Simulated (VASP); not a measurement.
An input for Ansatz (written as the equivalent of a VASP run, and not itself run):

Ansatz 0.2 input:
```yaml
crystal:
  lattice:
    - [4.2912321, 0.0000000, 0.0000000]
    - [0.0000000, 4.4129298, 0.0000000]
    - [0.0000000, 0.0000000, 20.0251044]
  atoms:
    - { symbol: Sn, position: [0.7500000, 0.9078835, 0.5692848] }
    - { symbol: Sn, position: [0.2500000, 0.4078835, 0.4307152] }
    - { symbol: Se, position: [0.2500000, 0.4667165, 0.5664331] }
    - { symbol: Se, position: [0.7500000, 0.9667165, 0.4335669] }
kpoints:
  mp_grid: { grid: [5, 5, 1] }
hamiltonian:
  xc: pbe
  pseudopotentials: { kind: paw }
scf:
  occupations: { method: gaussian, width: 0.05 }
  max_iter: 100
output: { forces: true, stress: true, eigenvalues: true }
```

Task: Translate this input to VASP (INCAR, KPOINTS, POSCAR, choice of POTCAR).

Result: Several could match; the one computed here: 
KPOINTS:
```
K-points
0
gamma
  5 5 1
0 0 0
```

**POSCAR**
```
SnSe
1
    4.2912320917     0.0000000000     0.0000000000
    0.0000000000     4.4129297603     0.0000000000
    0.0000000000     0.0000000000    20.0251044317
Sn Se
2 2
Direct
  0.7500000000   0.9078834541   0.5692848472
  0.2500000000   0.4078834541   0.4307151528
  0.2500000000   0.4667165459   0.5664330711
  0.7500000000   0.9667165459   0.4335669289
```

INCAR:
```
# general
SYSTEM   =  SnSe
PREC     =  Accurate
ENCUT    =  400
LREAL    =  .FALSE.   # projection in real space or not
LASPH    =  .TRUE.

# electronic loop
EDIFF    =  1E-6   # SCF stop (eV)
NELM     =  100   # most electronic steps
ALGO     =  Normal   # blocked Davidson
LMAXMIX  =  4

# smearing
ISMEAR   =  0   # Gaussian
SIGMA    =  0.05

# functional
GGA      =  PE

# output
LWAVE    =  .FALSE.
LCHARG   =  .TRUE.
```

POTCAR, in this order: Sn_d Se (PBE.64 set). Program: vasp_std.

Limits of the translation: each code has its own PAW files, so the cut-off isn't converted (ENCUT is set for VASP's; basis.ecutwfc is left out, and Ansatz then takes the one that its files recommend); Ansatz stops its SCF on the density residual and VASP on the energy change (EDIFF).

The cell is a sheet with vacuum, built from a generated structure.
